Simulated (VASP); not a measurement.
These are PBE GGA, VASP's PBE PAW potentials (set 64) (plane waves; VASP 6.6.1) values and carry that method's errors.

VASP input:

KPOINTS:
```
Automatic mesh
0
Gamma
14 14 14
0 0 0
```

### INCAR
```
ALGO = Normal   # blocked Davidson
SYSTEM = ZrC
LMAXMIX = 4
ENCUT = 620
NSW = 40
IBRION = 2
LWAVE = .FALSE.
EDIFFG = -0.02   # ionic stop
EDIFF = 1E-6   # SCF stop (eV)
ISMEAR = 1   # Methfessel-Paxton
LCHARG = .FALSE.
LASPH = .TRUE.
PREC = Accurate
GGA = PE
LREAL = .FALSE.
NELM = 100
SIGMA = 0.1
PSTRESS = 100   # kbar
ISIF = 3   # ions, shape and volume
```

POSCAR:
```
ZrC
1
    0.0000000000     2.3229139873     2.3229139873
    2.3229139873     0.0000000000     2.3229139873
    2.3229139873     2.3229139873     0.0000000000
Zr C
1 1
Direct
  0.0000000000   0.0000000000   0.0000000000
  0.5000000000   0.5000000000   0.5000000000
```

POTCAR, in this order: Zr_sv C (PBE.64 set). Program: vasp_std.

The resulting files:

### OSZICAR
```
       N       E                     dE             d eps       ncg     rms          rms(c)
DAV:   1     0.125747467623E+03    0.12575E+03   -0.10001E+04  2496   0.155E+03
DAV:   2    -0.160305964978E+02   -0.14178E+03   -0.13297E+03  2900   0.360E+02
DAV:   3    -0.225886929047E+02   -0.65581E+01   -0.64374E+01  3680   0.701E+01
DAV:   4    -0.228450743071E+02   -0.25638E+00   -0.25615E+00  3252   0.126E+01
DAV:   5    -0.228523866515E+02   -0.73123E-02   -0.73118E-02  3660   0.171E+00    0.227E+01
DAV:   6    -0.195482964748E+02    0.33041E+01   -0.15921E+01  2820   0.285E+01    0.883E+00
DAV:   7    -0.194392030595E+02    0.10909E+00   -0.68364E-01  2952   0.685E+00    0.641E+00
DAV:   8    -0.194348356664E+02    0.43674E-02   -0.12657E-01  2668   0.343E+00    0.151E+00
DAV:   9    -0.194306286194E+02    0.42070E-02   -0.29178E-02  3032   0.115E+00    0.463E-01
DAV:  10    -0.194309954940E+02   -0.36687E-03   -0.19287E-03  2896   0.566E-01    0.359E-01
DAV:  11    -0.194308090600E+02    0.18643E-03   -0.66585E-04  2808   0.203E-01    0.168E-02
DAV:  12    -0.194308073791E+02    0.16809E-05   -0.11753E-05  3488   0.376E-02    0.114E-02
DAV:  13    -0.194308069506E+02    0.42853E-06   -0.36489E-07  1596   0.597E-03
   1 F= -.17866151E+02 E0= -.17866081E+02  d E =-.178662E+02
```

**OUTCAR**
```
------------------------ aborting loop because EDIFF is reached ----------------------------------------
  FORCE on cell =-STRESS in cart. coord.  units (eV):
  Direction    XX          YY          ZZ          XY          YZ          ZX
  --------------------------------------------------------------------------------------
  Total        1.5521465      1.5521465      1.5521465      0.0000000     -0.0000000     -0.0000000
  in kB       99.2005098     99.2005098     99.2005098      0.0000000     -0.0000000     -0.0000000
  external PRESSURE =      -0.7994902 kB  Pullay stress =     100.0000000 kB
  volume of cell :       25.07
      direct lattice vectors                 reciprocal lattice vectors
     0.000000000  2.322913987  2.322913987    -0.215246885  0.215246885  0.215246885
     2.322913987  0.000000000  2.322913987     0.215246885 -0.215246885  0.215246885
     2.322913987  2.322913987  0.000000000     0.215246885  0.215246885 -0.215246885
 POSITION                                       TOTAL-FORCE (eV/Angst)
 -----------------------------------------------------------------------------------
      0.00000      0.00000      0.00000         0.000000      0.000000      0.000000
      2.32291      2.32291      2.32291         0.000000      0.000000      0.000000
 -----------------------------------------------------------------------------------
    total drift:                                0.000000      0.000000      0.000000
  FREE ENERGIE OF THE ION-ELECTRON SYSTEM (eV)
  ---------------------------------------------------
  free  energy   TOTEN  =       -19.4308069506 eV

  energy  without entropy=      -19.4305948915  energy(sigma->0) =      -19.43073626
  enthalpy is  TOTEN    =       -17.8661512005 eV   P V=        1.5646557501

 reached required accuracy - stopping structural energy minimisation
```
(Selected blocks of OUTCAR.)

OUTCAR:
```
 val. band max:       10.0316403305   @ k =   0.4286   0.4286   0.0000

 cond. band min:      10.0712911866   @ k =   0.0714   0.0000   0.0000


 Fermi energy:        10.0504493825

 k-point     1 :       0.0000    0.0000    0.0000
  band No.  band energies     occupation
      1     -37.9502      2.00000
      2     -15.6358      2.00000
      3     -15.6358      2.00000
      4     -15.6358      2.00000
      5      -1.4075      2.00000
      6      10.9644     -0.00000
      7      10.9644     -0.00000
      8      10.9644     -0.00000
      9      11.1266     -0.00000
     10      11.1266     -0.00000
     11      11.1266     -0.00000
     12      12.9357      0.00000

 k-point     2 :       0.0714    0.0000    0.0000
  band No.  band energies     occupation
      1     -37.9443      2.00000
      2     -15.6880      2.00000
      3     -15.6402      2.00000
      4     -15.6402      2.00000
      5      -1.2841      2.00000
      6      10.0713      0.65560
      7      10.2938     -0.00310
      8      10.2938     -0.00310
      9      11.3846     -0.00000
     10      11.3846     -0.00000
     11      11.7562     -0.00000
     12      13.6000      0.00000

 k-point     3 :       0.1429    0.0000    0.0000
  band No.  band energies     occupation
      1     -37.9280      2.00000
      2     -15.8316      2.00000
      3     -15.6525      2.00000
      4     -15.6525      2.00000
      5      -0.9313      2.00000
      6       8.9441      2.00000
      7       9.3741      2.00000
      8       9.3741      2.00000
      9      11.7610     -0.00000
     10      11.7610     -0.00000
     11      12.2331      0.00000
     12      14.8813      0.00000

 k-point     4 :       0.2143    0.0000    0.0000
  band No.  band energies     occupation
      1     -37.9042      2.00000
      2     -16.0325      2.00000
      3     -15.6703      2.00000
      4     -15.6703      2.00000
      5      -0.3954      2.00000
      6       7.7831      2.00000
...
```

The compound is ZrC in the rock salt structure. It was relaxed first under an external pressure of 10 GPa.
